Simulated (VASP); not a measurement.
Given:

```
S2Si
1.0
   -2.76118     2.76118     4.27389
    2.76118    -2.76118     4.27389
    2.76118     2.76118    -4.27389
Si S
2 4
Direct
  0.75000   0.25000   0.50000
  0.00000   0.00000   0.00000
  0.09908   0.12500   0.47408
  0.87500   0.34908   0.97408
  0.65092   0.62500   0.52592
  0.37500   0.90092   0.02592
```

These are PBEsol GGA, VASP's PBE PAW potentials (set 64) (plane waves; VASP) values and carry that method's errors. Settings: 400 eV cut-off, 6×6×6 Γ-centred mesh, tetrahedra with Blöchl corrections, potentials Si S.

The cores are frozen, which limits the accuracy of field gradients.

Problem. Give the principal components of the electric field gradient (V/Å²) and the asymmetry η at each nucleus.

Solution. 
```tsv
atom	Vxx	Vyy	Vzz	η
Si1	-4.9	-4.9	9.7	0.00
Si2	-4.9	-4.9	9.7	0.00
S3	115.7	12.0	-127.7	0.81
S4	115.7	12.0	-127.7	0.81
S5	115.7	12.0	-127.7	0.81
S6	115.7	12.0	-127.7	0.81
```

The structure comes from a computed database's SiS2 entry (I-42d); how it stands against other phases isn't given here. It was relaxed first.
